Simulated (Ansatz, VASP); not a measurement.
PdI in VASP and in Ansatz

```
Pd I
1.0
     0.00000    2.90495    2.90495
     2.90495    0.00000    2.90495
     2.90495    2.90495    0.00000
Pd I
1 1
Direct
  0.00000 0.00000 0.00000
  0.25000 0.25000 0.25000
```

Alike in both runs: functional LDA; k mesh 11 × 11 × 11; occupations fermi-dirac, width 0.1 eV; no spin polarisation.

Ansatz relaxed the structure, and its values are those at the end. VASP's run is a single point on that final structure, the one shown.

|  | VASP | Ansatz |
| --- | --- | --- |
| version | VASP 6.6.1 | Ansatz 0.2.0 |
| potentials or method | VASP PAW LDA potentials, release 64 (Pd, I) | PAW with Ansatz's default frozen-core files, scalar-relativistic |
| plane-wave cutoff (eV) | 520 | 420 |
| valence electrons in the cell | 17 | 35 |

|  | VASP | Ansatz | Ansatz less VASP |
| --- | --- | --- | --- |
| pressure (GPa) | 9.1 | 9.1 | +0.01 |

The two sets of potentials don't hold the same shells in valence.

Caveats: an odd number of electrons without spin polarisation forces a metal; a magnetic or distorted state may lie lower. Spin-orbit coupling is left out, which matters for the levels of I.
